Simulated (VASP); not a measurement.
Level of theory: PBEsol GGA, VASP's PBE PAW potentials (set 64) (plane waves; VASP).

Input for VASP

**POSCAR**
```
BBi
3.8565040
  0.0000000000   0.7071068360   0.7071068360
  0.7071068360   0.0000000000   0.7071068360
  0.7071068360   0.7071068360   0.0000000000
B Bi
1 1
Direct
  0.0000000000   0.0000000000   0.0000000000
  0.2500000000   0.2500000000   0.2500000000
```

**INCAR**
```
SYSTEM = BBi
PREC = Accurate
ENCUT = 520
EDIFF = 1E-7
NELM = 100
ALGO = Normal
LREAL = .FALSE.
LASPH = .TRUE.
ISMEAR = -5
GGA = PS
LMAXMIX = 4
LWAVE = .FALSE.
LCHARG = .TRUE.
LORBIT = 11
NEDOS = 601
ISIF = 2
```

File KPOINTS:
```
Regular mesh
0
G
 9 9 9
```

POTCAR, in this order: B Bi_d (PBE.64 set). Program: vasp_std.

What VASP printed:

### OSZICAR
```
       N       E                     dE             d eps       ncg     rms          rms(c)
DAV:   1     0.127810409199E+03    0.12781E+03   -0.10140E+04   910   0.163E+03
DAV:   2    -0.172376680565E+01   -0.12953E+03   -0.12648E+03   950   0.372E+02
DAV:   3    -0.102314734462E+02   -0.85077E+01   -0.84530E+01  1180   0.997E+01
DAV:   4    -0.104290049485E+02   -0.19753E+00   -0.19745E+00  1088   0.168E+01
DAV:   5    -0.104345146224E+02   -0.55097E-02   -0.55094E-02  1133   0.253E+00    0.368E+00
DAV:   6    -0.979628218707E+01    0.63823E+00   -0.14327E+00  1160   0.976E+00    0.144E+00
DAV:   7    -0.977016766621E+01    0.26115E-01   -0.21866E-01  1103   0.263E+00    0.714E-01
DAV:   8    -0.976476712999E+01    0.54005E-02   -0.23891E-02  1183   0.171E+00    0.123E-01
DAV:   9    -0.976421860778E+01    0.54852E-03   -0.36274E-03  1272   0.690E-01    0.478E-02
DAV:  10    -0.976426185152E+01   -0.43244E-04   -0.29904E-04  1165   0.172E-01    0.220E-02
DAV:  11    -0.976426713362E+01   -0.52821E-05   -0.58881E-05  1280   0.959E-02    0.666E-03
DAV:  12    -0.976426623528E+01    0.89835E-06   -0.38636E-06  1090   0.172E-02    0.193E-03
DAV:  13    -0.976426634937E+01   -0.11410E-06   -0.34741E-07  1135   0.474E-03    0.314E-04
DAV:  14    -0.976426634976E+01   -0.38426E-09   -0.12908E-08   580   0.172E-03
   1 F= -.97642663E+01 E0= -.97642663E+01  d E =0.000000E+00
```

**OUTCAR**
```
------------------------ aborting loop because EDIFF is reached ----------------------------------------
  FORCE on cell =-STRESS in cart. coord.  units (eV):
  Direction    XX          YY          ZZ          XY          YZ          ZX
  --------------------------------------------------------------------------------------
  Total        0.0041811      0.0041811      0.0041811      0.0000000      0.0000000     -0.0000000
  in kB        0.1651698      0.1651698      0.1651698      0.0000000      0.0000000     -0.0000000
  external PRESSURE =       0.1651698 kB  Pullay stress =       0.0000000 kB
  volume of cell :       40.56
      direct lattice vectors                 reciprocal lattice vectors
     0.000000000  2.726960341  2.726960341    -0.183354335  0.183354335  0.183354335
     2.726960341  0.000000000  2.726960341     0.183354335 -0.183354335  0.183354335
     2.726960341  2.726960341  0.000000000     0.183354335  0.183354335 -0.183354335
 POSITION                                       TOTAL-FORCE (eV/Angst)
 -----------------------------------------------------------------------------------
      0.00000      0.00000      0.00000        -0.000000      0.000000      0.000000
      1.36348      1.36348      1.36348         0.000000     -0.000000     -0.000000
 -----------------------------------------------------------------------------------
    total drift:                                0.000000      0.000000      0.000000
  FREE ENERGIE OF THE ION-ELECTRON SYSTEM (eV)
  ---------------------------------------------------
  free  energy   TOTEN  =        -9.7642663498 eV

  energy  without entropy=       -9.7642663498  energy(sigma->0) =       -9.76426635

 total charge

# of ion       s       p       d       tot
------------------------------------------
    1        0.669   1.006   0.000   1.675
    2        1.415   1.627   9.966  13.009
--------------------------------------------------
tot          2.085   2.633   9.966  14.684
```
(Selected blocks of OUTCAR.)

**OUTCAR**
```
 val. band max:        7.2519060467   @ k =   0.0000   0.0000   0.0000

 cond. band min:       7.7002972241   @ k =   0.0000   0.0000   0.0000


 Fermi energy:         7.2594462550

 k-point     1 :       0.0000    0.0000    0.0000
  band No.  band energies     occupation
      1     -15.8632      2.00000
      2     -15.8632      2.00000
      3     -15.8632      2.00000
      4     -15.7709      2.00000
      5     -15.7709      2.00000
      6      -7.0833      2.00000
      7       7.2519      2.00000
      8       7.2519      2.00000
      9       7.2519      2.00000
     10       7.7003      0.00000
     11      10.0444      0.00000
     12      10.0444      0.00000
     13      10.0444      0.00000

 k-point     2 :       0.1111    0.0000    0.0000
  band No.  band energies     occupation
      1     -15.8623      2.00000
      2     -15.8579      2.00000
      3     -15.8579      2.00000
      4     -15.7708      2.00000
      5     -15.7708      2.00000
      6      -6.9215      2.00000
      7       5.3767      2.00000
      8       6.9417      2.00000
      9       6.9417      2.00000
     10       8.3510      0.00000
     11      10.4162      0.00000
     12      10.4162      0.00000
     13      10.5068      0.00000

 k-point     3 :       0.2222    0.0000    0.0000
  band No.  band energies     occupation
      1     -15.8604      2.00000
      2     -15.8467      2.00000
      3     -15.8467      2.00000
      4     -15.7680      2.00000
      5     -15.7680      2.00000
      6      -6.4513      2.00000
      7       3.0596      2.00000
      8       6.3715      2.00000
      9       6.3715      2.00000
     10       8.1425      0.00000
     11      11.0428      0.00000
     12      11.0428      0.00000
     13      11.6946      0.00000

 k-point     4 :       0.3333    0.0000    0.0000
  band No.  band energies     occupation
      1     -15.8586      2.00000
      2     -15.8388      2.00000
      3     -15.8388      2.00000
...
```

Unless said otherwise, spin-orbit coupling is left out, though it shifts the bands of the heavy elements here.

The structure was generated: BBi was put into the zinc blende type (F-43m), which need not be its known phase. It was relaxed first, which changed the volume by +5 %.
